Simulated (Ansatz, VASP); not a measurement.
## H15C19 (amorphous poly(p-phenylene) at 300 K) in two plane-wave programs

One calculation is typed for both programs; each brings its own data sets. How far apart do they land? The structure shown is the start of the Ansatz relaxation below; VASP solves that cell, so the two are compared at the walk's first step.

Program: Ansatz 0.2.0. Level of theory: plane waves, with VASP 6.6.1 beside it; single point at PBE with D3(BJ). Results are calculated unless marked as measured.

## (1) Set-up

The cell holds 136 atoms: 76 C and 60 H. Cell: a = 11.799 Å, b = 10.639 Å, c = 11.405 Å, α = 90.9°, β = 91.1°, γ = 91.3°. As first built, before any earlier steps moved the atoms (in the runner's words): 2 poly(p-phenylene) chains of 6 units placed at random, at 1.2 g/cm^3; overlaps pushed apart, then 20 ps at 800 K with MMFF94 bonds, angles, torsions, charges and radii (Halgren, J. Comput. Chem. 17, 490 (1996)) in harmonic and 12-6 forms; charges of ions scaled by 0.8. Snapshot after 30 ps at 300 K and fixed volume.

## (2) Ansatz: relaxation, PBE with D3(BJ)

Ansatz runs on its default PAW (the set named soft_2) files.

The two programs are compared at the cell with which this relaxation starts, whose forces are those of its first step.

input.yaml reads:

```yaml
crystal:
  lattice:
    - [11.79769, -0.12386, -0.1109]
    - [-0.12386, 10.63834, -0.08397]
    - [-0.1109, -0.08397, 11.40447]
  atoms:
    - { symbol: C, position: [0.42116, 0.7841, 0.82252] }
    - { symbol: C, position: [0.3432, 0.89412, 0.84713] }
    - { symbol: C, position: [0.28603, 0.9047, 0.95612] }
    - { symbol: C, position: [0.21299, 0.00579, 0.97946] }
    - { symbol: C, position: [0.19394, 0.10143, 0.89438] }
    - { symbol: C, position: [0.2516, 0.09076, 0.78545] }
    - { symbol: C, position: [0.3244, 0.98931, 0.76243] }
    - { symbol: C, position: [0.10889, 0.20204, 0.9156] }
    - { symbol: C, position: [0.08193, 0.24268, 0.03205] }
    - { symbol: C, position: [0.98838, 0.32039, 0.05273] }
    - { symbol: C, position: [0.91562, 0.35971, 0.95844] }
    - { symbol: C, position: [0.95081, 0.33139, 0.84166] }
    - { symbol: C, position: [0.0453, 0.25479, 0.82074] }
    - { symbol: C, position: [0.8014, 0.4137, 0.98209] }
    - { symbol: C, position: [0.73509, 0.47648, 0.89509] }
    - { symbol: C, position: [0.62184, 0.51146, 0.91701] }
    - { symbol: C, position: [0.57134, 0.48953, 0.02843] }
    - { symbol: C, position: [0.63893, 0.43169, 0.11685] }
    - { symbol: C, position: [0.75002, 0.39242, 0.093] }
    - { symbol: C, position: [0.45181, 0.52591, 0.05491] }
    - { symbol: C, position: [0.4295, 0.60042, 0.15699] }
    - { symbol: C, position: [0.31829, 0.64042, 0.18033] }
    - { symbol: C, position: [0.22393, 0.60613, 0.10446] }
    - { symbol: C, position: [0.24588, 0.5254, 0.00583] }
    - { symbol: C, position: [0.35753, 0.48716, 0.98103] }
    - { symbol: C, position: [0.10889, 0.66129, 0.12303] }
    - { symbol: C, position: [0.02846, 0.66899, 0.02775] }
    - { symbol: C, position: [0.92461, 0.73136, 0.04095] }
    - { symbol: C, position: [0.89762, 0.79355, 0.14872] }
    - { symbol: C, position: [0.97575, 0.7824, 0.24565] }
[... 100 atom lines left out ...]
    - { symbol: H, position: [0.91145, 0.28392, 0.34027] }
    - { symbol: H, position: [0.73957, 0.20984, 0.66945] }
    - { symbol: H, position: [0.62353, 0.40325, 0.64218] }
    - { symbol: H, position: [0.86116, 0.0296, 0.47724] }
    - { symbol: H, position: [0.91159, 0.08885, 0.61764] }
    - { symbol: H, position: [0.9897, 0.12539, 0.4861] }
kpoints:
  mp_grid: { grid: [1, 1, 1] }
hamiltonian:
  xc: pbe
  dispersion: d3bj
scf:
  occupations: { method: fixed }
output:
  forces: true
  eigenvalues: true
  stress: true
relax:
  f_tol: 0.05
  max_steps: 70
```

Run with:

```console
$ ansatz run input.yaml --threads 4 --pin off --max-ram 8192MiB --backend cpu --events-out ev --progress --plain --runs-dir out
```

Numbers of over 12 decimals in the logs are rounded to 6 here.

The program printed:

```text
Warning: output.stress: scf.convergence.dr2_threshold = 1e-7 eV (the SCF's general default) is looser than the 1.08e-8 eV advised for a printed stress (1e-10 eV for each atom of the cell: 136, of which 108 are counted). What an SCF threshold leaves in a stress goes as its square root, and in the free energy as the threshold itself, and one threshold admits the most on a small cell: [figures from the program's tests c [...]
Engine: ansatz 0.2.0, x86_64-unknown-linux-gnu
Pseudopotentials: kind: paw
Pseudopotential: C, paw, valence charge 4, recommended cutoff 420 eV (normal), C.paw.azcp
Pseudopotential: H, paw, valence charge 1, recommended cutoff 420 eV (normal), H.paw.azcp
Functional definition: PBE
  parameter kappa = 0.804
  parameter beta = 0.066725
  exchange = pbe_x(kappa = kappa, mu = beta*pi^2/3)
  correlation = pbe_c(beta = beta)
Crystal: 136 atoms, lattice volume = 1430.959 Å³
Basis set: ecut = 420 eV, 27943 PW (Γ), exchange–correlation on 160×144×160 points (8 copies of the dense FFT grid, shifted against one another)
Bands: 318, of which v1, the nominal top of the filled ones, is band 182 counted from 1 (181 counted from 0)
Symmetry: 1 space group operations
Space group: P1 (ITA 1), of the structure as read, at distance tolerance 1.1e-4 Å
k-points: 1
Non-local potential: C, projectors of the file, l = 0: 2, l = 1: 2, l = 2: 1
Non-local potential: H, projectors of the file, l = 0: 2, l = 1: 1
PAW form: soft (Blöchl's): semilocal exchange-correlation on the pseudo side does not see the compensation charge
PAW one-centre angular grid: C, 110 points (default); XC on 64 Gauss nodes
PAW one-centre angular grid: H, 110 points (default); XC on 64 Gauss nodes
Initial density: superposition of atomic densities (neutral atoms: chi_scale 0, normalization atom), corrected by the library's trained network
Initial wavefunctions: pseudopotential atomic-orbital guess
Functional: x = pbe(κ = 0.804, μ = 0.219515), c = pbe(β = 0.066725)
SCF iter   1: F=—  HF=-20034.222092 eV  |F-HF|=—  |Δ(HF+E_count)|=         —  Δρ=3.00e-3  dr2=1.81e-1  ethr=1.77e-3  ⟨swp⟩=4.0  Hψ=1092  notcnv=0  defer=132
preconditioner: auto → Resta (q_TF=auto, 2.172 Å⁻¹)  ε∞=2.6  [insulator: Δε(μ)=2.593 eV  Ē_g=14.707 eV  n_scr=248 (ndim 8)  ℏωp=18.7 eV  f_vac=0.168  ε∞_Penn≈2.6]
SCF iter   2: F=—  HF=-20034.216440 eV  |F-HF|=—  |Δ(HF+E_count)|=   5.65e-3  Δρ=1.47e-3  dr2=3.31e-2  ethr=4.96e-5  ⟨swp⟩=3.0  Hψ=550  notcnv=0  defer=134
SCF iter   3: F=—  HF=-20034.226289 eV  |F-HF|=—  |Δ(HF+E_count)|=   9.85e-3  Δρ=5.80e-4  dr2=6.31e-3  ethr=9.09e-6  ⟨swp⟩=2.0  Hψ=308  notcnv=0  defer=134
SCF iter   4: F=—  HF=-20034.227573 eV  |F-HF|=—  |Δ(HF+E_count)|=   1.28e-3  Δρ=1.76e-4  dr2=7.55e-4  ethr=1.73e-6  ⟨swp⟩=2.0  Hψ=334  notcnv=0  defer=134
SCF iter   5: F=—  HF=-20034.227841 eV  |F-HF|=—  |Δ(HF+E_count)|=   2.68e-4  Δρ=7.19e-5  dr2=1.28e-4  ethr=2.07e-7  ⟨swp⟩=2.0  Hψ=299  notcnv=0  defer=134
SCF iter   6: F=-20034.227856 eV  HF=-20034.227855 eV  |F-HF|=1.21e-6  |Δ(HF+E_count)|=   1.36e-5  Δρ=2.84e-5  dr2=1.54e-5  ethr=1.72e-8  ⟨swp⟩=17.0  Hψ=2525  notcnv=0
SCF 1 converged in 6 iterations: F = -20034.227856 eV  dr2 = 1.54e-5
  greatest PAW one-centre occupation: 0.668 electrons in one spin orbital (limit 2), on the C atom at site 18 (counted from 0), in its partial waves of l = 0
relax step   1: F+E_penalty+E_count = -20034.22785597 eV  Δ(F+E_penalty+E_count) = +0.000e0 eV  max|allowed force component| = 6.879e-1 eV/Å  Δτ_max = 0.0000 Å  (6 SCF iters, dr2 threshold 6.25e-5 eV, accepted)
Initial density: handed on by an earlier stage of this run
Initial wavefunctions: those handed on with the density
iter 1 solved again at ethr=1.30e-3 eV; its pass at ethr=3.10e-3 eV (dr2=4.73e0 eV) is discarded
SCF iter   1: F=—  HF=-20037.113696 eV  |F-HF|=—  |Δ(HF+E_count)|=         —  Δρ=2.49e-2  dr2=4.76e0  ethr=1.30e-3  ⟨swp⟩=1.0  Hψ=1254  notcnv=0  defer=132
[...]
- { symbol: C, position: [0.905964, 0.787271, 0.146736] }
    - { symbol: C, position: [0.983864, 0.777701, 0.240846] }
    - { symbol: C, position: [0.085325, 0.715108, 0.227651] }
    - { symbol: C, position: [0.802108, 0.861718, 0.155894] }
    - { symbol: C, position: [0.698931, 0.819374, 0.104085] }
    - { symbol: C, position: [0.602483, 0.891922, 0.109617] }
    - { symbol: C, position: [0.604567, 0.010251, 0.165619] }
    - { symbol: C, position: [0.707520, 0.052685, 0.216895] }
    - { symbol: C, position: [0.804295, 0.979730, 0.212794] }
    - { symbol: C, position: [0.499445, 0.087216, 0.171351] }
    - { symbol: H, position: [0.427327, 0.788693, 0.734177] }
    - { symbol: H, position: [0.378725, 0.712763, 0.862994] }
    - { symbol: H, position: [0.496277, 0.818630, 0.870675] }
    - { symbol: H, position: [0.288451, 0.844616, 0.023684] }
    - { symbol: H, position: [0.156591, 0.014733, 0.061617] }
    - { symbol: H, position: [0.228057, 0.168622, 0.722957] }
    - { symbol: H, position: [0.357651, 0.996275, 0.684620] }
    - { symbol: H, position: [0.123030, 0.215849, 0.104119] }
    - { symbol: H, position: [0.960697, 0.348974, 0.140069] }
    - { symbol: H, position: [0.888377, 0.356759, 0.768753] }
    - { symbol: H, position: [0.051886, 0.227291, 0.733033] }
    - { symbol: H, position: [0.766497, 0.494134, 0.811175] }
    - { symbol: H, position: [0.571896, 0.559125, 0.849168] }
    - { symbol: H, position: [0.598085, 0.415875, 0.198957] }
    - { symbol: H, position: [0.787720, 0.340426, 0.157670] }
    - { symbol: H, position: [0.500689, 0.634544, 0.209429] }
    - { symbol: H, position: [0.310096, 0.706828, 0.248561] }
    - { symbol: H, position: [0.180585, 0.495691, 0.947087] }
    - { symbol: H, position: [0.373605, 0.429510, 0.904565] }
    - { symbol: H, position: [0.054584, 0.629547, 0.940412] }
    - { symbol: H, position: [0.874099, 0.732653, 0.965944] }
    - { symbol: H, position: [0.964045, 0.818565, 0.326174] }
    - { symbol: H, position: [0.141695, 0.706758, 0.303837] }
    - { symbol: H, position: [0.694084, 0.727472, 0.060455] }
[...]
- { symbol: C, position: [0.607816, 0.149123, 0.876874] }
    - { symbol: C, position: [0.691246, 0.054992, 0.833999] }
    - { symbol: C, position: [0.800270, 0.047216, 0.883476] }
    - { symbol: C, position: [0.877303, 0.960654, 0.841634] }
    - { symbol: C, position: [0.847934, 0.877068, 0.748930] }
    - { symbol: C, position: [0.738168, 0.884820, 0.699506] }
    - { symbol: C, position: [0.662084, 0.972011, 0.741041] }
    - { symbol: C, position: [0.927478, 0.782495, 0.705332] }
    - { symbol: C, position: [0.886141, 0.669591, 0.652939] }
    - { symbol: C, position: [0.958860, 0.579366, 0.611013] }
    - { symbol: C, position: [0.077163, 0.596680, 0.620268] }
    - { symbol: C, position: [0.119016, 0.708750, 0.673458] }
    - { symbol: C, position: [0.045903, 0.799840, 0.714567] }
    - { symbol: C, position: [0.150962, 0.495841, 0.578263] }
[...]
- { symbol: C, position: [0.454130, 0.699238, 0.493157] }
    - { symbol: C, position: [0.691797, 0.465850, 0.475950] }
    - { symbol: C, position: [0.773597, 0.430968, 0.394425] }
    - { symbol: C, position: [0.835770, 0.322346, 0.408836] }
    - { symbol: C, position: [0.820984, 0.244847, 0.505965] }
    - { symbol: C, position: [0.740821, 0.280783, 0.588437] }
    - { symbol: C, position: [0.677235, 0.388439, 0.573554] }
    - { symbol: C, position: [0.888050, 0.127587, 0.521440] }
[...]
- { symbol: H, position: [0.367469, 0.700575, 0.524725] }
    - { symbol: H, position: [0.787469, 0.489156, 0.318019] }
    - { symbol: H, position: [0.898042, 0.296928, 0.343446] }
    - { symbol: H, position: [0.728625, 0.223085, 0.665589] }
    - { symbol: H, position: [0.617143, 0.414799, 0.640654] }
    - { symbol: H, position: [0.846562, 0.046939, 0.475225] }
    - { symbol: H, position: [0.895647, 0.102328, 0.614064] }
    - { symbol: H, position: [0.973527, 0.139031, 0.486110] }
```

Reading the cycles: dr2 is the Hartree energy of the density residual (eV), the measure of convergence; HF is the Harris–Foulkes estimate of the energy, which meets the free energy F at convergence.

## (3) VASP: single point, PBE with D3(BJ), start cell

The same cell, functional and mesh now go to VASP, with its own data sets.

Lines of VASP's logs that name or quote its potential files are left out, and so is its time.

INCAR reads:

```
SYSTEM = H15C19
PREC = Accurate
ENCUT = 520
EDIFF = 1E-06
NELM = 120
ISMEAR = 0
SIGMA = 0.01
LREAL = Auto
ALGO = Normal
GGA = PE
IVDW = 12
NBANDS = 277
LORBIT = 11
LWAVE = .FALSE.
LCHARG = .FALSE.
ISIF = 2
LASPH = .TRUE.
GGA_COMPAT = .FALSE.
EFERMI = MIDGAP
```

POSCAR reads:

```
H15C19
1.0
   11.7976900000     -0.1238600000     -0.1109000000
   -0.1238600000     10.6383400000     -0.0839700000
   -0.1109000000     -0.0839700000     11.4044700000
C H
76 60
Direct
    0.4211618232      0.7841009430      0.8225237825
    0.3432021035      0.8941190364      0.8471275113
    0.2860297555      0.9047006755      0.9561240825
    0.2129941944      0.0057928783      0.9794587109
    0.1939404689      0.1014277151      0.8943795620
    0.2516041330      0.0907583137      0.7854485017
    0.3244016100      0.9893086621      0.7624333605
    0.1088912150      0.2020400045      0.9156007543
    0.0819323549      0.2426825068      0.0320457109
    0.9883825736      0.3203928892      0.0527262572
    0.9156237207      0.3597074081      0.9584441278
    0.9508120611      0.3313902044      0.8416587437
    0.0453036427      0.2547887124      0.8207412341
    0.8013988484      0.4137043320      0.9820898196
    0.7350915126      0.4764755755      0.8950903727
    0.6218375153      0.5114634518      0.9170096784
    0.5713394791      0.4895269051      0.0284333356
    0.6389324993      0.4316885934      0.1168494902
    0.7500213246      0.3924208992      0.0930011608
    0.4518112238      0.5259065301      0.0549141026
    0.4294974627      0.6004207158      0.1569865672
    0.3182928708      0.6404162785      0.1803305576
    0.2239302743      0.6061291192      0.1044617180
    0.2458805162      0.5253962825      0.0058297909
    0.3575306696      0.4871588101      0.9810326018
    0.1088900804      0.6612890776      0.1230310881
    0.0284579688      0.6689910884      0.0277462408
    0.9246071076      0.7313604086      0.0409533509
    0.8976233806      0.7935512223      0.1487207147
    0.9757462004      0.7824043187      0.2456500604
[... 100 atom lines left out ...]
    0.9114498520      0.2839225679      0.3402719080
    0.7395712694      0.2098369794      0.6694514050
    0.6235258503      0.4032540487      0.6421789228
    0.8611595025      0.0296039796      0.4772416811
    0.9115937719      0.0888459318      0.6176399379
    0.9896970144      0.1253862437      0.4860976513
```

KPOINTS reads:

```
Automatic mesh
0
Gamma
1 1 1
0 0 0
```

The projector-augmented-wave data sets are C and H (PBE family, release 64).

Run with:

```console
$ export OMP_NUM_THREADS=3
$ mpirun -np 1 vasp_gam
```

The program printed:

```text
[banner, memory and clock lines left out]
running    1 mpi-ranks, on    1 nodes
[...]
Offloading initialized ...    1 GPUs detected
[...]
LDA part: xc-table for (Slater+PW92), standard interpolation
 POSCAR, INCAR and KPOINTS ok, starting setup
[...]
entering main loop
       N       E                     dE             d eps       ncg     rms          rms(c)
DAV:   1     0.244343441317E+04    0.24434E+04   -0.18586E+05   554   0.121E+03
DAV:   2    -0.669308459571E+03   -0.31127E+04   -0.29390E+04   711   0.280E+02
DAV:   3    -0.967818305564E+03   -0.29851E+03   -0.29486E+03   692   0.882E+01
DAV:   4    -0.976141634307E+03   -0.83233E+01   -0.82940E+01   708   0.166E+01
[...]
DAV:  15    -0.904763848507E+03    0.10212E-04   -0.49889E-05   668   0.186E-02    0.953E-03
DAV:  16    -0.904763846802E+03    0.17041E-05   -0.18553E-05   684   0.122E-02    0.547E-03
DAV:  17    -0.904763847139E+03   -0.33653E-06   -0.58793E-06   732   0.825E-03
   1 F= -.91465614E+03 E0= -.91465614E+03  d E =0.000000E+00
```

From OUTCAR (step 3):

```text
  FREE ENERGIE OF THE ION-ELECTRON SYSTEM (eV)
  ---------------------------------------------------
  free  energy   TOTEN  =      -914.6561361344 eV

  energy  without entropy=     -914.6561361344  energy(sigma->0) =     -914.65613613
```

The run ends at a pressure of -7.22 GPa, with forces up to 0.68 eV/Å.

## (4) Differences

Known differences besides the potentials themselves: fixed occupations in Ansatz, narrow Gaussian smearing in VASP; the cutoff is 420 eV in Ansatz and 520 eV in VASP (PREC = Accurate, projectors in real space). Total energies have different zeros and are not compared.

Forces on 10 of the 136 atoms, those with the largest forces and the largest differences (eV/Å; atoms numbered as in POSCAR):

| atom | Ansatz x, y, z | VASP x, y, z |
| --- | --- | --- |
| C6 | 0.054, -0.336, 0.330 | 0.041, -0.303, 0.319 |
| C36 | -0.039, -0.440, -0.217 | -0.036, -0.405, -0.200 |
| C42 | -0.441, 0.001, -0.180 | -0.407, 0.003, -0.167 |
| H81 | 0.345, -0.009, -0.603 | 0.336, -0.009, -0.587 |
| H84 | -0.388, 0.208, -0.535 | -0.378, 0.203, -0.523 |
| H89 | 0.364, -0.322, 0.495 | 0.352, -0.312, 0.479 |
| H95 | -0.118, 0.414, 0.541 | -0.115, 0.402, 0.527 |
| H98 | 0.158, -0.279, -0.613 | 0.153, -0.271, -0.595 |
| H120 | 0.178, 0.346, 0.575 | 0.174, 0.336, 0.559 |
| H122 | 0.688, -0.025, 0.064 | 0.671, -0.025, 0.062 |

The forces differ by 14 meV/Å r.m.s., which is 4.4 % of the r.m.s. force of 0.307 eV/Å (both taken over all components).

## (5) Summary of results

| Property | Result |
| --- | --- |
| r.m.s. force difference (single point, PBE with D3(BJ), start cell) | 4.4 % of the r.m.s. force |

What this shows: The r.m.s. force difference is 4.4 % of the r.m.s. force (single point, PBE with D3(BJ), start cell), beyond the 3 % picked in this series as the mark of a large difference. What causes the difference of the single point, PBE with D3(BJ), start cell pair stays open here. VASP runs on this material, other cells of it included, that failed, so that no pair exists: single point, PBE (timeout). Such differences can come from data sets, numerical settings and the points named under the comparisons, not from the functional's error against experiment.

[Lines on the potential files, build, host, timing and source positions are cut from VASP's logs without a mark.]

[Logs are printed without paths, hosts, clocks, repeated set-up lines and the standing remarks that a program may print on its own settings, such as how far it seeks lower states.]

[Hosts, paths, dates, database ids (printed as entryN), source tags and the programs' standing remarks are cut or masked in the printed files.]

[The MMFF94 radii named for the starting cell were scaled by 0.96; in molecules described by MMFF94, hydrogen bound to N, O or S took a small fixed 12-6 site in their place.]
